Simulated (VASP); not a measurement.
```yaml
crystal:
  lattice:
    - [-2.86366, 2.86366, 1.36079]
    - [2.86366, -2.86366, 1.36079]
    - [2.86366, 2.86366, -1.36079]
  atoms:
    - { symbol: Se, position: [0.75000, 0.25000, 0.50000] }
    - { symbol: Se, position: [0.00000, 0.00000, 0.00000] }
```

The numbers are results of r2SCAN meta-GGA, VASP's PBE PAW potentials (set 64) (plane waves; VASP), not measurements. Settings: 400 eV cut-off, 16×16×16 Γ-centred mesh, tetrahedra with Blöchl corrections, potentials Se.

Problem. Predict the energy per atom (σ→0), band gap (over mesh and band path) with the smallest direct gap where there is one.

Solution. 
The band gap (over mesh and band path) is none (metal, semimetal or under 0.01 eV) and the energy per atom (σ→0) comes out as -13.819 eV/atom.

Only differences to runs with the same potentials and settings are physical.

The structure was generated: Se was put into the beta-Sn type (I4_1/amd), which need not be its known phase. It was relaxed first.
